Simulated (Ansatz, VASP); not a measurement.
## CuI (Marshite) in two plane-wave programs

One calculation is typed for both programs; each brings its own data sets. How far apart do they land? The cell is taken from a series of runs on this material, whose earlier steps may have relaxed, scaled, displaced or heated it; both programs get it as it stands.

Program: Ansatz 0.2.0. Level of theory: plane waves, with VASP 6.6.1 beside it; zone-centre phonons at PBE. Results are calculated unless marked as measured.

### Step 1. Starting point

It takes space group F-43m (No. 216, cubic). Conventional cell: a = 6.079 Å, b = 6.079 Å, c = 6.079 Å, α = 90.00°, β = 90.00°, γ = 90.00°. Nearest to Cu lie 4 I at 2.63 Å. I has 4 Cu at 2.63 Å nearest. Farther neighbours and most contacts between anions are not listed.

As a file:

```cif
data_structure
_symmetry_space_group_name_H-M 'P 1'
_symmetry_Int_Tables_number 1
_cell_length_a 4.2985
_cell_length_b 4.2985
_cell_length_c 4.2985
_cell_angle_alpha 60.000
_cell_angle_beta 60.000
_cell_angle_gamma 60.000
_cell_volume 56.16
loop_
_atom_site_label
_atom_site_type_symbol
_atom_site_fract_x
_atom_site_fract_y
_atom_site_fract_z
_atom_site_occupancy
Cu1 Cu 0.25000 0.25000 0.25000 1
I2 I 0.00000 0.00000 0.00000 1
```

### Step 2. VASP: zone-centre phonons, PBE

Second derivatives magnify differences that forces hide, and they need a tight electronic threshold.

Lines of VASP's logs that name or quote its potential files are left out, and so is its time.

INCAR reads:

```
SYSTEM = CuI
PREC = Accurate
ENCUT = 600
EDIFF = 1E-08
NELM = 120
ISMEAR = 0
SIGMA = 0.01
LREAL = .FALSE.
ALGO = Normal
GGA = PE
NBANDS = 15
LASPH = .TRUE.
LORBIT = 11
LWAVE = .FALSE.
LCHARG = .FALSE.
ISIF = 2
IBRION = 8
LEPSILON = .TRUE.
GGA_COMPAT = .FALSE.
EFERMI = MIDGAP
KPAR = 2
```

POSCAR reads:

```
CuI
1.0
    0.0000000000      3.0394678690      3.0394678690
    3.0394678690      0.0000000000      3.0394678690
    3.0394678690      3.0394678690      0.0000000000
Cu I
1 1
Direct
    0.2500000000      0.2500000000      0.2500000000
    0.0000000000      0.0000000000      0.0000000000
```

KPOINTS reads:

```
Automatic mesh
0
Gamma
8 8 8
0 0 0
```

The projector-augmented-wave data sets are Cu and I (PBE family, release 64).

Run with:

```bash
> mpirun -np 2 vasp_std
```

Numbers of over 12 decimals in the logs are rounded to 6 here.

Output:

```text
[banner, memory and clock lines left out]
running    2 mpi-ranks, on    1 nodes
 distrk:  each k-point on    1 cores,    2 groups
 distr:  one band on    1 cores,    1 groups

 POSCAR found type information on POSCAR CuI
 POSCAR found :  2 types and       2 ions
 LDA part: xc-table for (Slater+PW92), standard interpolation
 POSCAR, INCAR and KPOINTS ok, starting setup
 FFT: planning ... GRIDC
 FFT: planning ... GRID_SOFT
 FFT: planning ... GRID
 WAVECAR not read
 entering main loop
       N       E                     dE             d eps       ncg     rms          rms(c)
DAV:   1     0.100523809126E+03    0.10052E+03   -0.82295E+03   870   0.141E+03
DAV:   2     0.122744033438E+01   -0.99296E+02   -0.90510E+02   926   0.254E+02
DAV:   3    -0.557106451073E+01   -0.67985E+01   -0.66831E+01  1171   0.703E+01
DAV:   4    -0.576484638149E+01   -0.19378E+00   -0.19369E+00   962   0.108E+01
DAV:   5    -0.577513265058E+01   -0.10286E-01   -0.10286E-01  1341   0.284E+00    0.521E+00
DAV:   6    -0.570058954545E+01    0.74543E-01   -0.27601E+00   884   0.465E+01    0.335E+00
DAV:   7    -0.556302712632E+01    0.13756E+00   -0.65529E-01   940   0.278E+01    0.166E+00
DAV:   8    -0.556464512083E+01   -0.16180E-02   -0.36348E-02  1378   0.276E+00    0.447E-01
DAV:   9    -0.556238061008E+01    0.22645E-02   -0.91868E-03  1101   0.293E+00    0.137E-01
DAV:  10    -0.556256729460E+01   -0.18668E-03   -0.61185E-04  1066   0.174E-01    0.389E-02
DAV:  11    -0.556256947804E+01   -0.21834E-05   -0.16883E-04  1143   0.382E-01    0.313E-02
DAV:  12    -0.556256976904E+01   -0.29101E-06   -0.13238E-05  1352   0.419E-02    0.240E-02
DAV:  13    -0.556256803262E+01    0.17364E-05   -0.87094E-06  1139   0.962E-02    0.509E-03
DAV:  14    -0.556256892075E+01   -0.88813E-06   -0.26905E-06  1410   0.209E-02    0.510E-03
DAV:  15    -0.556256878072E+01    0.14004E-06   -0.18982E-07  1347   0.126E-02    0.234E-03
DAV:  16    -0.556256885937E+01   -0.78657E-07   -0.11443E-07  1389   0.765E-03    0.757E-04
DAV:  17    -0.556256886975E+01   -0.10374E-07   -0.53902E-09   582   0.836E-04    0.311E-04
DAV:  18    -0.556256887906E+01   -0.93103E-08   -0.29044E-09   568   0.830E-04
   1 F= -.55625689E+01 E0= -.55625689E+01  d E =0.000000E+00
 Linear response reoptimize wavefunctions to high precision
DAV:   1    -0.556256887761E+01    0.14511E-08   -0.12529E-09   708   0.893E-04
DAV:   2    -0.556256887761E+01   -0.70486E-11   -0.47890E-10   561   0.187E-04
 Linear response G [H, r] |phi>, progress :
  Direction:   1
       N       E                     dE             d eps       ncg     rms
RMM:   1    -0.630830575074E+02   -0.63083E+02    0.77190E+01  1291   0.189E+02
RMM:   2    -0.618044622928E+02    0.12786E+01   -0.10142E+01  1310   0.481E+01
RMM:   3    -0.639759589638E+02   -0.21715E+01   -0.73901E+00  1478   0.177E+01
RMM:   4    -0.641389063720E+02   -0.16295E+00   -0.60192E-01  1546   0.496E+00
RMM:   5    -0.641511868359E+02   -0.12280E-01   -0.26485E-02  1536   0.136E+00
RMM:   6    -0.641526121792E+02   -0.14253E-02   -0.24522E-03  1548   0.438E-01
RMM:   7    -0.641528789777E+02   -0.26680E-03   -0.61217E-04  1539   0.139E-01
RMM:   8    -0.641529062034E+02   -0.27226E-04   -0.34296E-04  1534   0.395E-02
RMM:   9    -0.641528915726E+02    0.14631E-04   -0.14875E-04  1528   0.118E-02
RMM:  10    -0.641528798297E+02    0.11743E-04   -0.26228E-05  1514   0.408E-03
RMM:  11    -0.641528774843E+02    0.23454E-05   -0.20987E-06  1529   0.141E-03
RMM:  12    -0.641528774990E+02   -0.14714E-07   -0.21653E-06  1361   0.566E-04
RMM:  13    -0.641528772387E+02    0.26028E-06    0.44588E-07  1087   0.305E-04
RMM:  14    -0.641528772944E+02   -0.55681E-07   -0.10796E-07   896   0.205E-04
RMM:  15    -0.641528772936E+02    0.79829E-09   -0.99308E-08   837   0.190E-04
 Linear response G [H, r] |phi>, progress :
  Direction:   2
       N       E                     dE             d eps       ncg     rms
RMM:   1    -0.615959117468E+02   -0.61596E+02    0.74210E+01  1295   0.190E+02
RMM:   2    -0.639262658628E+02   -0.23304E+01   -0.96130E+00  1309   0.458E+01
RMM:   3    -0.660375955511E+02   -0.21113E+01   -0.69965E+00  1466   0.170E+01
RMM:   4    -0.661994151095E+02   -0.16182E+00   -0.59947E-01  1556   0.483E+00
RMM:   5    -0.662118810664E+02   -0.12466E-01   -0.25208E-02  1517   0.133E+00
RMM:   6    -0.662133210473E+02   -0.14400E-02   -0.26163E-03  1549   0.443E-01
RMM:   7    -0.662136176763E+02   -0.29663E-03   -0.68721E-04  1527   0.136E-01
RMM:   8    -0.662136390593E+02   -0.21383E-04   -0.34873E-04  1532   0.404E-02
RMM:   9    -0.662136240529E+02    0.15006E-04   -0.14713E-04  1532   0.112E-02
RMM:  10    -0.662136123764E+02    0.11676E-04   -0.25920E-05  1520   0.374E-03
RMM:  11    -0.662136099755E+02    0.24009E-05   -0.13866E-06  1524   0.134E-03
RMM:  12    -0.662136101392E+02   -0.16368E-06   -0.29680E-06  1370   0.568E-04
RMM:  13    -0.662136097920E+02    0.34718E-06    0.52278E-07  1080   0.332E-04
[...]
RMM:   7    -0.108607451090E+01   -0.27346E-05   -0.10137E-05  1511   0.171E-02
RMM:   8    -0.108607492907E+01   -0.41816E-06   -0.16808E-06  1474   0.616E-03
RMM:   9    -0.108607496692E+01   -0.37854E-07   -0.16824E-07  1400   0.240E-03
RMM:  10    -0.108607498275E+01   -0.15826E-07   -0.41302E-08  1297   0.933E-04
[...]
Linear response to external field, progress :
  Direction:   2
       N       E                     dE             d eps       ncg     rms          rms(c)
RMM:   1    -0.421895536033E+00   -0.42190E+00    0.50475E-01  4188   0.183E+01
RMM:   2    -0.884192774519E+00   -0.46230E+00    0.75534E-02  4439   0.254E+00    0.137E+00
RMM:   3    -0.871530043244E+00    0.12663E-01   -0.15496E-03  4390   0.151E+00    0.821E-01
RMM:   4    -0.902252911475E+00   -0.30723E-01   -0.41244E-02  4574   0.136E+00    0.163E-01
RMM:   5    -0.912686725892E+00   -0.10434E-01   -0.46237E-03  4699   0.439E-01    0.589E-02
RMM:   6    -0.919130924598E+00   -0.64442E-02   -0.75550E-04  4840   0.167E-01    0.205E-02
RMM:   7    -0.919154214943E+00   -0.23290E-04   -0.32013E-05  4836   0.568E-02    0.191E-02
RMM:   8    -0.919729608441E+00   -0.57539E-03   -0.82459E-05  4436   0.328E-02    0.475E-03
RMM:   9    -0.919785830271E+00   -0.56222E-04    0.11621E-05  4588   0.161E-02    0.309E-03
RMM:  10    -0.919719448511E+00    0.66382E-04    0.76152E-09  4942   0.653E-03    0.136E-03
RMM:  11    -0.919706199160E+00    0.13249E-04   -0.62728E-07  4882   0.214E-03    0.322E-04
RMM:  12    -0.919712481972E+00   -0.62828E-05   -0.20742E-07  5129   0.784E-04    0.222E-04
RMM:  13    -0.919716358316E+00   -0.38763E-05    0.33643E-08  4867   0.300E-04    0.380E-05
RMM:  14    -0.919715043767E+00    0.13145E-05   -0.38859E-08  3982   0.123E-04    0.114E-05
RMM:  15    -0.919714497507E+00    0.54626E-06   -0.23194E-08  2868   0.645E-05    0.368E-06
 change of polarisation eV/A/(eV/A) component  2 :     0.355     1.716     0.130
 dielectric tensor                  component  2 :     1.144     6.528     0.417
 Linear response to external field, progress :
  Direction:   3
       N       E                     dE             d eps       ncg     rms          rms(c)
RMM:   1    -0.423727709253E+00   -0.42373E+00    0.48642E-01  4183   0.183E+01
RMM:   2    -0.884091313438E+00   -0.46036E+00    0.76404E-02  4441   0.254E+00    0.137E+00
RMM:   3    -0.871568998716E+00    0.12522E-01   -0.19559E-03  4393   0.151E+00    0.821E-01
RMM:   4    -0.902259448903E+00   -0.30690E-01   -0.41309E-02  4569   0.136E+00    0.163E-01
RMM:   5    -0.912645638430E+00   -0.10386E-01   -0.45769E-03  4696   0.438E-01    0.590E-02
RMM:   6    -0.919129142407E+00   -0.64835E-02   -0.75081E-04  4838   0.167E-01    0.204E-02
RMM:   7    -0.919153290463E+00   -0.24148E-04   -0.23752E-05  4812   0.570E-02    0.191E-02
RMM:   8    -0.919701020033E+00   -0.54773E-03   -0.89671E-05  4422   0.333E-02    0.533E-03
RMM:   9    -0.919783619905E+00   -0.82600E-04    0.14812E-05  4596   0.165E-02    0.305E-03
RMM:  10    -0.919718535433E+00    0.65084E-04    0.98351E-08  4937   0.661E-03    0.129E-03
RMM:  11    -0.919704434857E+00    0.14101E-04   -0.68049E-07  4886   0.215E-03    0.334E-04
RMM:  12    -0.919711431557E+00   -0.69967E-05   -0.28297E-07  5119   0.779E-04    0.228E-04
RMM:  13    -0.919715126250E+00   -0.36947E-05    0.18167E-08  4872   0.295E-04    0.318E-05
RMM:  14    -0.919713843853E+00    0.12824E-05    0.16754E-08  3891   0.116E-04    0.929E-06
 change of polarisation eV/A/(eV/A) component  3 :     0.277     0.263     1.716
 dielectric tensor                  component  3 :     0.891     0.848     6.528
 Linear response DOF=           2
 Linear response progress:
  Degree of freedom:   1/  2
       N       E                     dE             d eps       ncg     rms          rms(c)
RMM:   1    -0.246310030747E+00   -0.24631E+00   -0.12074E-01  4134   0.472E+00
RMM:   2    -0.246518776230E+00   -0.20875E-03   -0.74332E-03  4005   0.935E-01    0.697E-02
RMM:   3    -0.246782383683E+00   -0.26361E-03   -0.80432E-04  4468   0.223E-01    0.399E-02
RMM:   4    -0.246996654823E+00   -0.21427E-03   -0.54235E-05  4661   0.611E-02    0.385E-03
RMM:   5    -0.247018825470E+00   -0.22171E-04   -0.41650E-06  4743   0.162E-02    0.282E-03
RMM:   6    -0.247017725259E+00    0.11002E-05   -0.56856E-07  4776   0.619E-03    0.900E-04
RMM:   7    -0.247020536501E+00   -0.28112E-05   -0.98671E-08  4846   0.246E-03    0.729E-04
RMM:   8    -0.247019317796E+00    0.12187E-05   -0.10728E-08  4669   0.937E-04    0.276E-04
RMM:   9    -0.247018866469E+00    0.45133E-06   -0.26180E-09  4603   0.421E-04    0.740E-05
RMM:  10    -0.247019259237E+00   -0.39277E-06   -0.34326E-10  4927   0.184E-04    0.534E-05
RMM:  11    -0.247019311184E+00   -0.51947E-07    0.41049E-10  4865   0.595E-05    0.729E-06
RMM:  12    -0.247019332973E+00   -0.21789E-07    0.24007E-09  4997   0.207E-05    0.211E-06
RMM:  13    -0.247019338347E+00   -0.53739E-08   -0.82996E-11  4917   0.105E-05    0.716E-07
 first order change of Fermi-energy   0.14061E+00
 force on displaced ion       1 direction 1 :  -2.367   0.000   0.000
 Born effective charge ion    1 direction 1 :   1.127   0.000   0.000
 Linear response progress:
  Degree of freedom:   2/  2
       N       E                     dE             d eps       ncg     rms          rms(c)
RMM:   1    -0.773795099961E-01   -0.77380E-01    0.87324E-02  6509   0.210E+00
RMM:   2    -0.780157677145E-01   -0.63626E-03   -0.62053E-03  4378   0.859E-01    0.100E-01
RMM:   3    -0.785607575406E-01   -0.54499E-03   -0.21471E-03  4940   0.296E-01    0.480E-02
RMM:   4    -0.786516376724E-01   -0.90880E-04   -0.19008E-04  4904   0.887E-02    0.454E-02
RMM:   5    -0.787830012007E-01   -0.13136E-03   -0.26970E-05  4867   0.375E-02    0.501E-03
RMM:   6    -0.787682942636E-01    0.14707E-04   -0.34073E-06  4861   0.112E-02    0.157E-03
RMM:   7    -0.787585767912E-01    0.97175E-05   -0.42361E-07  4930   0.441E-03    0.102E-03
RMM:   8    -0.787566659000E-01    0.19109E-05    0.14282E-08  4776   0.182E-03    0.777E-04
RMM:   9    -0.787571447692E-01   -0.47887E-06   -0.15889E-09  4811   0.811E-04    0.601E-04
RMM:  10    -0.787577550668E-01   -0.61030E-06    0.16146E-09  5067   0.316E-04    0.225E-04
RMM:  11    -0.787576817498E-01    0.73317E-07    0.59351E-09  4949   0.121E-04    0.852E-05
RMM:  12    -0.787576470679E-01    0.34682E-07   -0.47289E-09  5037   0.431E-05    0.260E-05
RMM:  13    -0.787576230194E-01    0.24048E-07   -0.11209E-08  5001   0.221E-05    0.213E-06
RMM:  14    -0.787576200666E-01    0.29528E-08   -0.13908E-08  5187   0.119E-05    0.108E-06
 first order change of Fermi-energy  -0.14048E+00
 force on displaced ion       2 direction 1 :  -2.345  -0.000  -0.000
 Born effective charge ion    2 direction 1 :  -1.144   0.000   0.000
 Born effective charges drift removed
 Linear response finished
```

OUTCAR, selected parts (step 2):

```text
ion  position               nearest neighbor table
   1  0.250  0.250  0.250-   2 2.63   2 2.63   2 2.63   2 2.63
   2  0.000  0.000  0.000-   1 2.63   1 2.63   1 2.63   1 2.63

  LATTYP: Found a face centered cubic cell.
 ALAT       =     6.0789357380

 Subroutine GETGRP returns: Found 24 space group operations
 (whereof 24 operations were pure point group operations)

The static configuration has the point symmetry T_d .

 Found     29 irreducible k-points:

   k-points           NKPTS =     29   k-points in BZ     NKDIM =     29   number of bands    NBANDS=     15

   dimension x,y,z NGX =    36 NGY =   36 NGZ =   36
   dimension x,y,z NGXF=    72 NGYF=   72 NGZF=   72

   ENCUT  =  600.0 eV  44.10 Ry    6.64 a.u.   8.59  8.59  8.59*2*pi/ulx,y,z

   NELECT =      18.0000    total number of electrons

 k-points in reciprocal lattice and weights: Automatic mesh
   0.00000000  0.00000000  0.00000000       0.002
   0.12500000  0.00000000  0.00000000       0.016
   0.25000000  0.00000000  0.00000000       0.016
   0.37500000  0.00000000  0.00000000       0.016
   0.50000000  0.00000000  0.00000000       0.008
   0.12500000  0.12500000  0.00000000       0.012
   0.25000000  0.12500000  0.00000000       0.047
   0.37500000  0.12500000  0.00000000       0.047
   0.50000000  0.12500000  0.00000000       0.047
[...]
-0.37500000  0.50000000  0.12500000       0.023
  -0.25000000  0.50000000  0.25000000       0.012

 average (electrostatic) potential at core
       1 -65.9301       2 -92.3838

  Total        0.0176334      0.0176334      0.0176334      0.0000000      0.0000000      0.0000000
  in kB        0.5030656      0.5030656      0.5030656      0.0000000      0.0000000      0.0000000
  external PRESSURE =       0.5030656 kB  Pullay stress =       0.0000000 kB

  energy-cutoff  :      600.00
  volume of cell :       56.16
      direct lattice vectors                 reciprocal lattice vectors
     0.000000000  3.039467869  3.039467869    -0.164502479  0.164502479  0.164502479
     3.039467869  0.000000000  3.039467869     0.164502479 -0.164502479  0.164502479
     3.039467869  3.039467869  0.000000000     0.164502479  0.164502479 -0.164502479

 POSITION                                       TOTAL-FORCE (eV/Angst)
 -----------------------------------------------------------------------------------
      1.51973      1.51973      1.51973        -0.000000     -0.000000     -0.000000
      0.00000      0.00000      0.00000         0.000000      0.000000      0.000000
 -----------------------------------------------------------------------------------
    total drift:                                0.000000      0.000000      0.000000

 MACROSCOPIC STATIC DIELECTRIC TENSOR (including local field effects in DFT)
 ------------------------------------------------------
           6.528014    -0.000000    -0.000000
          -0.000000     6.528014    -0.000000
          -0.000000    -0.000000     6.528014
 ------------------------------------------------------

 PIEZOELECTRIC TENSOR (including local field effects)  for field in x, y, z        (C/m^2)
          XX          YY          ZZ          XY          YZ          ZX
  --------------------------------------------------------------------------------
  x     0.00000     0.00000    -0.00000     0.00000     0.34650    -0.00000
  y     0.00000     0.00000     0.00000     0.00000    -0.00000     0.34650
  z     0.00000     0.00000     0.00000     0.34650     0.00000     0.00000

 BORN EFFECTIVE CHARGES (including local field effects) (in |e|, cummulative output)
 ---------------------------------------------------------------------------------
 ion    1
    1     1.13509     0.00000     0.00000
    2    -0.00000     1.13509     0.00000
    3    -0.00000    -0.00000     1.13509
 ion    2
    1    -1.13509    -0.00000    -0.00000
    2     0.00000    -1.13509     0.00000
    3     0.00000     0.00000    -1.13509

 Eigenvectors and eigenvalues of the dynamical matrix
 ----------------------------------------------------

   1 f  =    3.690405 THz    23.187499 2PiTHz  123.098663 cm-1    15.262282 meV
             X         Y         Z           dx          dy          dz
      1.519734  1.519734  1.519734    -0.817529    0.000000    0.000000
      0.000000  0.000000  0.000000     0.575887    0.000000    0.000000

   2 f  =    3.690405 THz    23.187499 2PiTHz  123.098663 cm-1    15.262282 meV
             X         Y         Z           dx          dy          dz
      1.519734  1.519734  1.519734     0.000000    0.000000    0.817529
      0.000000  0.000000  0.000000     0.000000    0.000000   -0.575887

   3 f  =    3.690405 THz    23.187499 2PiTHz  123.098663 cm-1    15.262282 meV
             X         Y         Z           dx          dy          dz
      1.519734  1.519734  1.519734     0.000000    0.817529    0.000000
      0.000000  0.000000  0.000000    -0.000000   -0.575887   -0.000000

   4 f/i=    0.007898 THz     0.049626 2PiTHz    0.263456 cm-1     0.032664 meV
             X         Y         Z           dx          dy          dz
      1.519734  1.519734  1.519734    -0.074275    0.530970    0.210238
      0.000000  0.000000  0.000000    -0.105441    0.753765    0.298455

   5 f/i=    0.007898 THz     0.049626 2PiTHz    0.263456 cm-1     0.032664 meV
             X         Y         Z           dx          dy          dz
      1.519734  1.519734  1.519734     0.569703    0.083591   -0.009846
      0.000000  0.000000  0.000000     0.808750    0.118666   -0.013977

   6 f/i=    0.007898 THz     0.049626 2PiTHz    0.263456 cm-1     0.032664 meV
             X         Y         Z           dx          dy          dz
      1.519734  1.519734  1.519734    -0.039594    0.206711   -0.536049
      0.000000  0.000000  0.000000    -0.056208    0.293447   -0.760976

 MACROSCOPIC STATIC DIELECTRIC TENSOR IONIC CONTRIBUTION
 ------------------------------------------------------
           1.762096    -0.000000     0.000000
          -0.000000     1.762096    -0.000000
           0.000000    -0.000000     1.762096
 ------------------------------------------------------

 ELASTIC MODULI CONTR FROM IONIC RELAXATION (kBar)
 Direction    XX          YY          ZZ          XY          YZ          ZX
 --------------------------------------------------------------------------------
 XX          -0.0000      0.0000      0.0000      0.0000      0.0000      0.0000
 YY           0.0000     -0.0000      0.0000      0.0000      0.0000      0.0000
 ZZ           0.0000      0.0000     -0.0000      0.0000      0.0000      0.0000
 XY           0.0000      0.0000      0.0000   -106.1018      0.0000      0.0000
 YZ           0.0000      0.0000      0.0000      0.0000   -106.1018      0.0000
 ZX           0.0000      0.0000      0.0000      0.0000      0.0000   -106.1018
 --------------------------------------------------------------------------------

 PIEZOELECTRIC TENSOR IONIC CONTR  for field in x, y, z        (C/m^2)
          XX          YY          ZZ          XY          YZ          ZX
  --------------------------------------------------------------------------------
  x     0.00000     0.00000     0.00000    -0.00000    -0.40686    -0.00000
  y    -0.00000     0.00000     0.00000     0.00000     0.00000    -0.40686
  z    -0.00000    -0.00000     0.00000    -0.40686     0.00000     0.00000
```

(Part 1 of 2 ends here.)

[Lines on the potential files, build, host, timing and source positions are cut from VASP's logs without a mark.]

[Logs are printed without paths, hosts, clocks, repeated set-up lines and the standing remarks that a program may print on its own settings, such as how far it seeks lower states.]

[Hosts, paths, dates, database ids (printed as entryN), source tags and the programs' standing remarks are cut or masked in the printed files.]
